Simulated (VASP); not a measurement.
Here is the system:

```xyz
1
Lattice="-2.1106 2.1106 2.1106 2.1106 -2.1106 2.1106 2.1106 2.1106 -2.1106" Properties=species:S:1:pos:R:3 pbc="T T T"
Na     0.0000     0.0000     0.0000
```

Computed with r2SCAN+rVV10, VASP's PBE PAW potentials (set 64) (plane waves; VASP 6.6.1). Run with 520 eV cut-off, 12×12×12 Γ-centred mesh, first-order Methfessel-Paxton smearing of 0.10 eV, potentials Na_pv.

Q: Estimate the energy per atom (σ→0), band gap (on the k-mesh) with the smallest direct gap where there is one.

A: 
The band gap (on the k-mesh) is none (metal, semimetal or under 0.01 eV) and the energy per atom (σ→0) comes out as -3.275 eV/atom.

The absolute energy has meaning only against runs of the same code, potentials and settings.

The compound is Na in the bcc structure. It was relaxed first.
